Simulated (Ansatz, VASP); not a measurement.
**One calculation of MgCdO, two programs**

```xyz
3
Lattice="3.8839 0.0000 0.0000 -1.9420 3.3636 0.0000 0.0000 0.0000 4.0314" Properties=species:S:1:pos:R:3 pbc="T T T"
Mg    0.0000    0.0000    2.0157
Cd    0.0000    2.2424    0.0000
O     1.9420    1.1212    0.0000
```

Change from the starting cell: species swapped into the TbNiAs type (P-6m2, No. 187).

Alike in both runs: functional PBE; k mesh 12 × 12 × 12; occupations gaussian, width 0.1 eV; no spin polarisation.

Ansatz relaxed the structure, and its values are those at the end. VASP's run is a single point on that final structure, the one shown.

|  | VASP | Ansatz |
| --- | --- | --- |
| version | VASP 6.6.1 | Ansatz 0.2.0 |
| potentials or method | VASP PAW PBE potentials, release 64 (Mg, Cd, O) | scalar-relativistic, plane waves, PAW |
| plane-wave cutoff (eV) | 520 | 420 |
| valence electrons in the cell | 20 | 36 |

```tsv
	VASP	Ansatz	Ansatz less VASP
gap on the k mesh at the Fermi level (eV)	none	none	-
pressure (GPa)	0.5	0.0	-0.47
```

A gap of «none» marks a metal or a gap that the smearing closes. The functional is the same, so the differences come from potentials, cutoffs and numerics. The two sets of potentials don't hold the same shells in valence.
